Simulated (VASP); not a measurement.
All values below come from TPSS meta-GGA, VASP's PBE PAW potentials (set 64) (plane waves; VASP).

The input files of a VASP run:

File POSCAR:
```
CsPbCl3
1.0
  5.7423949377   0.0000000000   0.0000000000
  0.0000000000   5.7423949377   0.0000000000
  0.0000000000   0.0000000000   5.7423949377
Cs Pb Cl
1 1 3
Cartesian
  0.0000000000   0.0000000000   0.0000000000
  2.8711974689   2.8711974689   2.8711974689
  2.8711974689   0.0000000000   2.8711974689
  0.0000000000   2.8711974689   2.8711974689
  2.8711974689   2.8711974689   0.0000000000
```

KPOINTS:
```
Automatic mesh
0
G
  4 4 4
```

INCAR:
```
SYSTEM = CsPbCl3
PREC = Accurate
ENCUT = 520
EDIFF = 1E-6
NELM = 100
ALGO = Normal
LREAL = .FALSE.
LASPH = .TRUE.
ISMEAR = 0
SIGMA = 0.05
METAGGA = TPSS
LMIXTAU = .TRUE.
LMAXMIX = 4
LWAVE = .FALSE.
LCHARG = .FALSE.
IBRION = 2
ISIF = 3
NSW = 60
EDIFFG = -0.02
```

POTCAR, in this order: Cs_sv Pb_d Cl (PBE.64 set). Program: vasp_std.

The run wrote:

OSZICAR:
```
       N       E                     dE             d eps       ncg     rms          rms(c)
DAV:   1     0.390443139589E+03    0.39044E+03   -0.19538E+04   520   0.154E+03
DAV:   2     0.949517989133E+01   -0.38095E+03   -0.37201E+03   636   0.349E+02
DAV:   3    -0.386480224668E+02   -0.48143E+02   -0.47651E+02   622   0.131E+02
DAV:   4    -0.406697509642E+02   -0.20217E+01   -0.20156E+01   732   0.333E+01
DAV:   5    -0.407145337234E+02   -0.44783E-01   -0.44734E-01   670   0.380E+00    0.580E+00
DAV:   6    -0.432227777287E+02   -0.25082E+01   -0.86010E+00   676   0.345E+01    0.369E+00
DAV:   7    -0.412609370312E+02    0.19618E+01   -0.12255E+00   642   0.141E+01    0.149E+00
DAV:   8    -0.415953622991E+02   -0.33443E+00   -0.10925E+00   590   0.771E+00    0.150E+00
DAV:   9    -0.415204229605E+02    0.74939E-01   -0.15827E-01   614   0.327E+00    0.122E+00
DAV:  10    -0.415588059055E+02   -0.38383E-01   -0.34466E-02   676   0.146E+00    0.375E-01
DAV:  11    -0.416382452958E+02   -0.79439E-01   -0.45171E-02   532   0.221E+00    0.123E-01
DAV:  12    -0.416443234146E+02   -0.60781E-02   -0.12294E-02   546   0.990E-01    0.145E-01
DAV:  13    -0.416487989659E+02   -0.44756E-02   -0.13507E-03   644   0.423E-01    0.323E-02
DAV:  14    -0.416489239928E+02   -0.12503E-03   -0.75118E-04   584   0.223E-01    0.461E-02
DAV:  15    -0.416496279985E+02   -0.70401E-03   -0.13755E-04   676   0.131E-01    0.142E-02
DAV:  16    -0.416497076296E+02   -0.79631E-04   -0.46037E-05   550   0.641E-02    0.778E-03
DAV:  17    -0.416497156624E+02   -0.80328E-05   -0.95977E-06   608   0.249E-02    0.815E-03
DAV:  18    -0.416497271762E+02   -0.11514E-04   -0.22532E-06   474   0.150E-02    0.301E-03
DAV:  19    -0.416497278466E+02   -0.67042E-06   -0.49123E-07   364   0.760E-03
   1 F= -.41649728E+02 E0= -.41649728E+02  d E =-.416497E+02
```

### OUTCAR
```
------------------------ aborting loop because EDIFF is reached ----------------------------------------
  FORCE on cell =-STRESS in cart. coord.  units (eV):
  Direction    XX          YY          ZZ          XY          YZ          ZX
  --------------------------------------------------------------------------------------
  Total        0.0152691      0.0152691      0.0152691      0.0000000      0.0000000      0.0000000
  in kB        0.1291950      0.1291950      0.1291950      0.0000000      0.0000000      0.0000000
  external PRESSURE =       0.1291950 kB  Pullay stress =       0.0000000 kB
  volume of cell :      189.36
      direct lattice vectors                 reciprocal lattice vectors
     5.742394938  0.000000000  0.000000000     0.174143369  0.000000000  0.000000000
     0.000000000  5.742394938  0.000000000     0.000000000  0.174143369  0.000000000
     0.000000000  0.000000000  5.742394938     0.000000000  0.000000000  0.174143369
 POSITION                                       TOTAL-FORCE (eV/Angst)
 -----------------------------------------------------------------------------------
      0.00000      0.00000      0.00000         0.000000      0.000000      0.000000
      2.87120      2.87120      2.87120         0.000000      0.000000      0.000000
      2.87120      0.00000      2.87120         0.000000      0.000000      0.000000
      0.00000      2.87120      2.87120         0.000000      0.000000      0.000000
      2.87120      2.87120      0.00000         0.000000      0.000000      0.000000
 -----------------------------------------------------------------------------------
    total drift:                                0.000000      0.000000     -0.000000
  FREE ENERGIE OF THE ION-ELECTRON SYSTEM (eV)
  ---------------------------------------------------
  free  energy   TOTEN  =       -41.6497278466 eV

  energy  without entropy=      -41.6497278466  energy(sigma->0) =      -41.64972785

 reached required accuracy - stopping structural energy minimisation
```
(Selected blocks of OUTCAR.)

The compound is CsPbCl3 in the cubic perovskite structure, the ideal cubic form; the compound distorts at low or room temperature. It was relaxed first, which changed the volume by +7 %. The start is the result of an earlier pass.
